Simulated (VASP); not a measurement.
Calculation: PBE GGA, VASP's PBE PAW potentials (set 64) (plane waves; VASP 6.6.1).

The input files of a VASP run:

POSCAR:
```
Ga35CN36
1
    4.8683178927    -8.4321738171     0.0000000000
    4.8683178927     8.4321738171     0.0000000000
    0.0000000000     0.0000000000    10.5562839806
Ga N C
35 36 1
Direct
  0.2222220000   0.1111110000   0.2500000000
  0.1111110000   0.2222220000   0.0000000000
  0.2222220000   0.1111110000   0.7500000000
  0.1175180000   0.2245660000   0.5032000000
  0.2253840000   0.4496890000   0.2535480000
  0.1111110000   0.5555560000   0.0000000000
  0.2241110000   0.4523460000   0.7536580000
  0.1178080000   0.5571940000   0.5003930000
  0.2222220000   0.7777780000   0.2500000000
  0.1111110000   0.8888890000   0.0000000000
  0.2222220000   0.7777780000   0.7500000000
  0.1111110000   0.8888890000   0.5000000000
  0.5555560000   0.1111110000   0.2500000000
  0.4444440000   0.2222220000   0.0000000000
  0.5555560000   0.1111110000   0.7500000000
  0.4421790000   0.2200230000   0.4968720000
  0.5545870000   0.4384080000   0.2463480000
  0.4444440000   0.5555560000   0.0000000000
  0.5506660000   0.4390110000   0.7534650000
  0.5489310000   0.7764520000   0.2536410000
  0.4444440000   0.8888890000   0.0000000000
  0.5511310000   0.7777540000   0.7516880000
  0.4483590000   0.8872880000   0.4962310000
  0.8888890000   0.1111110000   0.2500000000
  0.7777780000   0.2222220000   0.0000000000
  0.8888890000   0.1111110000   0.7500000000
  0.7777780000   0.2222220000   0.5000000000
  0.8888890000   0.4444440000   0.2500000000
  0.7777780000   0.5555560000   0.0000000000
  0.8888890000   0.4444440000   0.7500000000
  0.7825300000   0.5571920000   0.5011580000
  0.8888890000   0.7777780000   0.2500000000
  0.7777780000   0.8888890000   0.0000000000
  0.8888890000   0.7777780000   0.7500000000
  0.7724160000   0.8847980000   0.5036150000
  0.2222220000   0.1111110000   0.4385000000
  0.1111110000   0.2222220000   0.1885000000
  0.2222220000   0.1111110000   0.9385000000
  0.1111110000   0.2222220000   0.6885000000
  0.2174900000   0.4446560000   0.4347650000
  0.1111110000   0.5555560000   0.1885000000
  0.2222220000   0.4444440000   0.9385000000
  0.1111110000   0.5555560000   0.6885000000
  0.2222220000   0.7777780000   0.4385000000
  0.1111110000   0.8888890000   0.1885000000
  0.2222220000   0.7777780000   0.9385000000
  0.1111110000   0.8888890000   0.6885000000
  0.5555560000   0.1111110000   0.4385000000
  0.4444440000   0.2222220000   0.1885000000
  0.5555560000   0.1111110000   0.9385000000
  0.4444440000   0.2222220000   0.6885000000
  0.5564100000   0.4405510000   0.4431410000
  0.4444440000   0.5555560000   0.1885000000
  0.5555560000   0.4444440000   0.9385000000
  0.4491910000   0.5598330000   0.6840960000
  0.5534980000   0.7775950000   0.4405040000
  0.4444440000   0.8888890000   0.1885000000
  0.5555560000   0.7777780000   0.9385000000
  0.4444440000   0.8888890000   0.6885000000
  0.8888890000   0.1111110000   0.4385000000
  0.7777780000   0.2222220000   0.1885000000
  0.8888890000   0.1111110000   0.9385000000
  0.7777780000   0.2222220000   0.6885000000
  0.8888890000   0.4444440000   0.4385000000
  0.7777780000   0.5555560000   0.1885000000
  0.8888890000   0.4444440000   0.9385000000
  0.7777780000   0.5555560000   0.6885000000
  0.8888890000   0.7777780000   0.4385000000
  0.7777780000   0.8888890000   0.1885000000
  0.8888890000   0.7777780000   0.9385000000
  0.7777780000   0.8888890000   0.6885000000
  0.4491410000   0.5550940000   0.4980370000
```

File KPOINTS:
```
Automatic mesh
0
Gamma
1 1 1
0 0 0
```

INCAR:
```
! general
SYSTEM  = Ga35CN36
PREC    = Normal
ENCUT   = 400
LREAL   = Auto
LASPH   = .True.
ISYM    = 0
NELECT  = 292.0

! electronic loop
EDIFF   = 1E-5
NELM    = 100
NELMIN  = 4
ALGO    = Fast
LMAXMIX = 4

! smearing
ISMEAR  = 0
SIGMA   = 0.05

! functional
GGA     = PE

! ions
IBRION  = 2
NSW     = 60
ISIF    = 2
EDIFFG  = -0.03

! output
LWAVE   = .False.
LCHARG  = .False.
```

POTCAR, in this order: Ga N C (PBE.64 set). Program: vasp_gam.

The cell is charged, with a uniform compensating background. The supercell is sampled at Γ alone, which is coarse: total energies, pressure and levels can be off, energies of defects by several tenths of an eV.

Estimate the energy per atom (σ→0).

```yaml
energy per atom (σ→0): -562.5 kJ/mol of atoms
```

### OSZICAR
```
...
RMM:   4    -0.419786356245E+03    0.28340E-06   -0.29586E-06   215   0.373E-03
  45 F= -.41978636E+03 E0= -.41978636E+03  d E =-.508725E-03
       N       E                     dE             d eps       ncg     rms          rms(c)
DAV:   1    -0.419786474785E+03   -0.11826E-03   -0.11789E-01   366   0.872E-01    0.644E-02
RMM:   2    -0.419786631356E+03   -0.15657E-03   -0.20124E-03   366   0.992E-02    0.290E-02
RMM:   3    -0.419786653788E+03   -0.22432E-04   -0.36845E-04   404   0.381E-02    0.207E-02
RMM:   4    -0.419786647388E+03    0.63995E-05   -0.52395E-05   306   0.159E-02
  46 F= -.41978665E+03 E0= -.41978665E+03  d E =-.291143E-03
```

The cell is a supercell with a defect, built from GaN (wurtzite): C_Ga, charge -3. The run is not spin-polarised, so no state with unpaired spins was tried.
